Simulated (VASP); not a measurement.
Output of a VASP run:

### OUTCAR
```
 ion  position               nearest neighbor table
   1  0.000  0.000  0.000-   2 1.90   2 1.90   2 1.90   2 1.90
   2  0.250  0.250  0.250-   1 1.90   1 1.90   1 1.90   1 1.90
  LATTYP: Found a face centered cubic cell.
 ALAT       =     4.3800000000
 Subroutine PRICEL returns:
 Original cell was already a primitive cell.
 Subroutine GETGRP returns: Found 24 space group operations
The static configuration has the point symmetry T_d .
The dynamic configuration has the point symmetry T_d .
 Subroutine INISYM returns: Found 24 space group operations
 Subroutine IBZKPT returns following result:
 Found     35 irreducible k-points:

 Following reciprocal coordinates:
            Coordinates               Weight
  0.000000  0.000000  0.000000      1.000000
  0.111111  0.000000  0.000000      8.000000
  0.222222  0.000000  0.000000      8.000000
  0.333333  0.000000  0.000000      8.000000
  0.444444  0.000000  0.000000      8.000000
  0.111111  0.111111  0.000000      6.000000
  0.222222  0.111111  0.000000     24.000000
  0.333333  0.111111  0.000000     24.000000
  0.444444  0.111111  0.000000     24.000000
 -0.444444  0.111111  0.000000     24.000000
 -0.333333  0.111111  0.000000     24.000000
 -0.222222  0.111111  0.000000     24.000000
 -0.111111  0.111111  0.000000     12.000000
  0.222222  0.222222  0.000000      6.000000
  0.333333  0.222222  0.000000     24.000000
  0.444444  0.222222  0.000000     24.000000
 -0.444444  0.222222  0.000000     24.000000
 -0.333333  0.222222  0.000000     24.000000
 -0.222222  0.222222  0.000000     12.000000
  0.333333  0.333333  0.000000      6.000000
  0.444444  0.333333  0.000000     24.000000
 -0.444444  0.333333  0.000000     24.000000
 -0.333333  0.333333  0.000000     12.000000
  0.444444  0.444444  0.000000      6.000000
 -0.444444  0.444444  0.000000     12.000000
  0.333333  0.222222  0.111111     24.000000
  0.444444  0.222222  0.111111     48.000000
 -0.444444  0.222222  0.111111     48.000000
  0.444444  0.333333  0.111111     24.000000
 -0.444444  0.333333  0.111111     48.000000
 -0.333333  0.333333  0.111111     48.000000
 -0.222222  0.333333  0.111111     24.000000
 -0.444444  0.444444  0.111111     24.000000
 -0.333333  0.444444  0.111111     24.000000
 -0.333333  0.444444  0.222222     24.000000
   k-points           NKPTS =     35   k-points in BZ     NKDIM =     35   number of bands    NBANDS=      8
   number of dos      NEDOS =    301   number of ions     NIONS =      2
   total plane-waves  NPLWV =  13824
   dimension x,y,z NGX =    24 NGY =   24 NGZ =   24
   dimension x,y,z NGXF=    48 NGYF=   48 NGZF=   48
   ions per type =               1   1
   PREC   = accura    normal or accurate (medium, high low for compatibility)
   ISTART =      0    job   : 0-new  1-cont  2-samecut
   ICHARG =      2    charge: 1-file 2-atom 10-const
   ISPIN  =      1    spin polarized calculation?
   LNONCOLLINEAR =      F non collinear calculations
   LSORBIT =      F    spin-orbit coupling
   INIWAV =      1    electr: 0-lowe 1-rand  2-diag
   ENCUT  =  520.0 eV  38.22 Ry    6.18 a.u.   5.76  5.76  5.76*2*pi/ulx,y,z
   NELM   =    100;   NELMIN=  2; NELMDL= -5     # of ELM steps
   EDIFF  = 0.1E-05   stopping-criterion for ELM
   LREAL  =      F    real-space projection
   NLSPLINE    = F    spline interpolate recip. space projectors
   LMAXMIX     =    2 max onsite mixed and CHGCAR
   VOSKOWN=      0    Vosko Wilk Nusair interpolation
   EDIFFG = -.1E-01   stopping-criterion for IOM
   NSW    =     60    number of steps for IOM
   NBLOCK =      1;   KBLOCK =     60    inner block; outer block
   IBRION =      2    ionic relax: 0-MD 1-quasi-New 2-CG
   NFREE  =      1    steps in history (QN), initial steepest desc. (CG)
   ISIF   =      3    stress and relaxation
   ISYM   =      2    0-nonsym 1-usesym 2-fastsym
   TEIN   =    0.0    initial temperature
   TEBEG  =    0.0;   TEEND  =   0.0 temperature during run
...
```

**OSZICAR**
```
       N       E                     dE             d eps       ncg     rms          rms(c)
DAV:   1     0.103454840294E+02    0.10345E+02   -0.41340E+03   560   0.835E+02
DAV:   2    -0.168738345311E+02   -0.27219E+02   -0.26618E+02   760   0.143E+02
DAV:   3    -0.173798740697E+02   -0.50604E+00   -0.50604E+00   632   0.256E+01
DAV:   4    -0.173813970152E+02   -0.15229E-02   -0.15229E-02   880   0.136E+00
DAV:   5    -0.173813990634E+02   -0.20481E-05   -0.20481E-05   624   0.383E-02    0.821E+00
DAV:   6    -0.152687785295E+02    0.21126E+01   -0.11952E+01   592   0.220E+01    0.298E+00
DAV:   7    -0.152479229879E+02    0.20856E-01   -0.96668E-02   584   0.321E+00    0.202E+00
DAV:   8    -0.152367388241E+02    0.11184E-01   -0.19810E-02   648   0.192E+00    0.435E-01
DAV:   9    -0.152364072078E+02    0.33162E-03   -0.84559E-04   760   0.238E-01    0.223E-01
DAV:  10    -0.152365126009E+02   -0.10539E-03   -0.25407E-04   616   0.140E-01    0.373E-02
DAV:  11    -0.152365118327E+02    0.76822E-06   -0.21699E-06   720   0.138E-02
   1 F= -.15236512E+02 E0= -.15236512E+02  d E =-.152365E+02
       N       E                     dE             d eps       ncg     rms          rms(c)
DAV:   1    -0.152368416384E+02   -0.32904E-03   -0.82520E-03   560   0.842E-01    0.124E-01
DAV:   2    -0.152365185049E+02    0.32313E-03   -0.18942E-03   584   0.297E-01    0.281E-02
DAV:   3    -0.152365147426E+02    0.37623E-05   -0.25477E-05   672   0.548E-02    0.991E-03
DAV:   4    -0.152365127725E+02    0.19701E-05   -0.10009E-06   440   0.889E-03    0.478E-03
DAV:   5    -0.152365125517E+02    0.22083E-06   -0.30975E-07   304   0.515E-03
   2 F= -.15236513E+02 E0= -.15236513E+02  d E =-.719016E-06
       N       E                     dE             d eps       ncg     rms          rms(c)
DAV:   1    -0.152366394706E+02   -0.12670E-03   -0.20043E-03   560   0.414E-01    0.615E-02
DAV:   2    -0.152365603168E+02    0.79154E-04   -0.45680E-04   584   0.146E-01    0.148E-02
DAV:   3    -0.152365597001E+02    0.61673E-06   -0.60308E-06   664   0.267E-02
   3 F= -.15236560E+02 E0= -.15236560E+02  d E =-.478674E-04
```

### OUTCAR
```
------------------------ aborting loop because EDIFF is reached ----------------------------------------
  FORCE on cell =-STRESS in cart. coord.  units (eV):
  Direction    XX          YY          ZZ          XY          YZ          ZX
  --------------------------------------------------------------------------------------
  Total        0.0019358      0.0019358      0.0019358     -0.0000000     -0.0000000     -0.0000000
  in kB        0.1479286      0.1479286      0.1479286     -0.0000000     -0.0000000     -0.0000000
  external PRESSURE =       0.1479286 kB  Pullay stress =       0.0000000 kB
  volume of cell :       20.97
      direct lattice vectors                 reciprocal lattice vectors
     0.000000000  2.188596526  2.188596526    -0.228456910  0.228456910  0.228456910
     2.188596526 -0.000000000  2.188596526     0.228456910 -0.228456910  0.228456910
     2.188596526  2.188596526  0.000000000     0.228456910  0.228456910 -0.228456910
  FREE ENERGIE OF THE ION-ELECTRON SYSTEM (eV)
  ---------------------------------------------------
  free  energy   TOTEN  =       -15.2365597001 eV

  energy  without entropy=      -15.2365597001  energy(sigma->0) =      -15.23655970

 reached required accuracy - stopping structural energy minimisation
```
(Selected blocks of OUTCAR.)

POSCAR:
```
AlN
1
    0.0000000000     2.1900000000     2.1900000000
    2.1900000000     0.0000000000     2.1900000000
    2.1900000000     2.1900000000     0.0000000000
Al N
1 1
Direct
  0.0000000000   0.0000000000   0.0000000000
  0.2500000000   0.2500000000   0.2500000000
```

Task: Reconstruct the remaining input files.

Result: Several could match; the one computed here: the input of the run itself, AM05 GGA, plane waves, VASP's PBE PAW potentials (set 64).

File KPOINTS:
```
Regular mesh
0
G
9 9 9
0 0 0
```

**INCAR**
```
# general
SYSTEM  =  AlN
PREC    =  Accurate
ENCUT   =  520
LREAL   =  .False.
LASPH   =  .True.

# electronic loop
EDIFF   =  1E-6
NELM    =  100
ALGO    =  Normal

# smearing
ISMEAR  =  0
SIGMA   =  0.05

# functional
GGA     =  AM

# ions
IBRION  =  2
NSW     =  60
ISIF    =  3
EDIFFG  =  -0.01

# output
LWAVE   =  .False.
LCHARG  =  .False.
```

POTCAR, in this order: Al N (PBE.64 set). Program: vasp_std.

The compound is AlN in the zinc blende structure, a metastable form; wurtzite is the usual one. This run relaxes it. Symmetry was kept, so distortions that lower it aren't found.
